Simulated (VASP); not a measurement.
Crystal: Cl.

```
Cl
1.0
     3.07265   -2.19770    0.00000
     3.07265    2.19770    0.00000
     0.00000    0.00000    8.15370
Cl
4
Direct
  0.87630 0.12370 0.10250
  0.62370 0.37630 0.60250
  0.12370 0.87630 0.89750
  0.37630 0.62370 0.39750
```

* Program: VASP 6.6.1
* Task: relaxation of cell and atoms
* Functional: PBE
* Dispersion: D3(BJ)
* Potentials or basis: VASP PAW PBE potentials, release 64 (Cl)
* Cutoff: 520 eV
* k mesh: 4 × 4 × 2
* Occupations: gaussian, width 0.02 eV
* Spin: no spin polarisation

At the start: pressure 0.3 GPa; volume 27.53 Å³/atom.

**Question.** Where does the relaxation end?

**Answer.** Over 39 steps the energy falls by 7.2 meV/atom and the volume is 27.08 Å³/atom (-1.6 %); space group Cmce (No. 64, to 0.05 Å).

The path:
| step | energy change (eV) | largest force (eV/Å) | pressure (GPa) | volume (Å³) |
| --- | --- | --- | --- | --- |
| 1 | 0.0000 | 0.2615 | 0.33 | 110.12 |
| 2 | 0.0002 | 0.2384 | -0.74 | 111.03 |
| 3 | -0.0038 | 0.0460 | -0.20 | 110.56 |
| 4 | -0.0078 | 0.0399 | -0.19 | 110.30 |
| 5 | -0.0176 | 0.0256 | -0.09 | 109.49 |
| 6 | -0.0235 | 0.0566 | 0.24 | 107.78 |
| 7 | -0.0241 | 0.0415 | 0.12 | 108.28 |
| 8 | -0.0241 | 0.0440 | 0.14 | 108.18 |
| 9 | -0.0225 | 0.2098 | -0.42 | 108.71 |
| 10 | -0.0246 | 0.0476 | -0.05 | 108.34 |
| 11 | -0.0260 | 0.0373 | -0.02 | 108.40 |
| 12 | -0.0274 | 0.0183 | 0.01 | 108.48 |
| 13 | -0.0260 | 0.0233 | 0.12 | 108.55 |
| 14 | -0.0276 | 0.0075 | 0.04 | 108.51 |
| 15 | -0.0276 | 0.0043 | 0.05 | 108.51 |
| 16 | -0.0272 | 0.1056 | -0.24 | 108.94 |
| 17 | -0.0277 | 0.0390 | -0.06 | 108.66 |
| 18 | -0.0280 | 0.0169 | -0.02 | 108.69 |
| 19 | -0.0281 | 0.0129 | 0.01 | 108.72 |
| 20 | -0.0281 | 0.0159 | 0.01 | 108.72 |
| 21 | -0.0282 | 0.0279 | -0.08 | 108.80 |
| 22 | -0.0282 | 0.0200 | -0.05 | 108.78 |
| 23 | -0.0283 | 0.0158 | -0.03 | 108.70 |
| 24 | -0.0284 | 0.0170 | -0.01 | 108.58 |
| 25 | -0.0284 | 0.0131 | -0.02 | 108.53 |
| 26 | -0.0285 | 0.0196 | -0.05 | 108.44 |
| 27 | -0.0285 | 0.0254 | -0.06 | 108.40 |
| 28 | -0.0286 | 0.0216 | -0.05 | 108.37 |
| 29 | -0.0286 | 0.0106 | -0.01 | 108.27 |
| 30 | -0.0286 | 0.0118 | 0.05 | 108.08 |
| 31 | -0.0286 | 0.0027 | 0.01 | 108.20 |
| 32 | -0.0286 | 0.0016 | 0.02 | 108.19 |
| 33 | -0.0286 | 0.0012 | 0.02 | 108.19 |
| 34 | -0.0286 | 0.0017 | 0.01 | 108.21 |
| 35 | -0.0286 | 0.0021 | 0.01 | 108.25 |
| 36 | -0.0286 | 0.0040 | 0.00 | 108.32 |
| 37 | -0.0286 | 0.0034 | 0.02 | 108.34 |
| 38 | -0.0286 | 0.0015 | 0.01 | 108.33 |
| 39 | -0.0286 | 0.0009 | 0.01 | 108.33 |

Final structure:
```yaml
crystal:
  lattice:
    - [3.25445, -2.05670, 0.00000]
    - [3.25445, 2.05670, 0.00000]
    - [0.00000, 0.00000, 8.09213]
  atoms:
    - { symbol: Cl, position: [0.87655, 0.12345, 0.10777] }
    - { symbol: Cl, position: [0.62345, 0.37654, 0.60777] }
    - { symbol: Cl, position: [0.12345, 0.87655, 0.89223] }
    - { symbol: Cl, position: [0.37654, 0.62345, 0.39223] }
```

Caveat: the k mesh is coarse (spacing up to 0.44 Å⁻¹), so the values aren't converged.
